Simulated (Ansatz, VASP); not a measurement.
# Two plane-wave programs on HfTi2B6

```
CELL_PARAMETERS angstrom
0.00000 4.06661 4.06661
4.06661 0.00000 4.06661
4.06661 4.06661 0.00000
ATOMIC_POSITIONS crystal
Hf 0.50000 0.50000 0.50000
Ti 0.75000 0.75000 0.75000
Ti 0.25000 0.25000 0.25000
B 0.00000 0.00000 0.50000
B 0.50000 0.50000 0.00000
B 0.00000 0.50000 0.00000
B 0.50000 0.00000 0.00000
B 0.50000 0.00000 0.50000
B 0.00000 0.50000 0.50000
```

Change from the starting cell: species swapped into the NaW2O6 type (Fm-3m, No. 225).

Alike in both runs: functional PBE; k mesh 4 × 4 × 4; occupations gaussian, width 0.1 eV; no spin polarisation.

Ansatz relaxed the structure, and its values are those at the end. VASP's run is a single point on that final structure, the one shown.

```csv
,VASP,Ansatz
version,VASP 6.6.1,Ansatz 0.2.0
potentials or method,"VASP PAW PBE potentials, release 64 (Hf_pv, Ti_sv, B)","scalar-relativistic, plane waves, PAW"
plane-wave cutoff (eV),520,420
valence electrons in the cell,52,68
```

|  | VASP | Ansatz | Ansatz less VASP |
| --- | --- | --- | --- |
| gap on the k mesh at the Fermi level (eV) | none | none | - |
| pressure (GPa) | -0.3 | 0.1 | +0.40 |

A gap of «none» marks a metal or a gap that the smearing closes. The functional is the same, so the differences come from potentials, cutoffs and numerics. The two sets of potentials don't hold the same shells in valence.

The runs have no spin-orbit coupling, so splittings on Hf are missing.
